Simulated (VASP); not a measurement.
Set up this calculation in VASP 6.6.1, as the native input.

- Task: relaxation of cell and atoms
- Functional: PBE
- Potentials or basis: VASP PAW PBE potentials, release 64 (Cd, S)
- Cutoff: 520 eV
- k mesh: 10 × 10 × 10
- Occupations: gaussian, width 0.02 eV
- Spin: no spin polarisation
- Further INCAR settings: ALGO = Normal; EDIFF = 1e-07; IBRION = 2; EDIFFG = -0.002; NSW = 80; ISIF = 3

The structure of CdS lies in POSCAR:

```
CdS
1.0
    0.0000000000      2.9165000000      2.9165000000
    2.9165000000      0.0000000000      2.9165000000
    2.9165000000      2.9165000000      0.0000000000
Cd S
1 1
Direct
    0.0000000000      0.0000000000      0.0000000000
    0.2500000000      0.2500000000      0.2500000000
```

These files were run (other wordings do the same):

INCAR

```
SYSTEM = CdS
ALGO = Normal
EDIFF = 1E-7
EDIFFG = -0.002
ENCUT = 520
GGA = PE
IBRION = 2
ISIF = 3
ISMEAR = 0
LASPH = .TRUE.
LCHARG = .FALSE.
LREAL = .FALSE.
LWAVE = .FALSE.
NELM = 100
NSW = 80
PREC = Accurate
SIGMA = 0.02
```

KPOINTS

```
k-points
0
G
  10 10 10
  0 0 0
```

Potentials or basis: VASP PAW PBE potentials, release 64 (Cd, S).

Command:

```sh
$ cat potpaw_PBE.64/Cd/POTCAR potpaw_PBE.64/S/POTCAR > POTCAR
$ mpirun -np 1 vasp_std > vasp.out
```

It gave:

```yaml
Relaxed_volume: 26.16 Å³/atom
Relaxed_cell: a = 4.198 Å, b = 4.198 Å, c = 4.198 Å, α = 60.00°, β = 60.00°, γ = 60.00°
Space_group_after_relaxing_to_0.05_Å: F-43m (No. 216)
Energy_gained_by_relaxing: 12.9 meV/atom
Ionic_steps: 3
Pressure_after_relaxing: 0.0 GPa
Band_gap_on_the_k_mesh: 1.03 eV, direct
```

Run time: 41 s on 1 thread of AMD EPYC 9R14 (Zen 4) (shared host), peak memory 0.17 GiB.
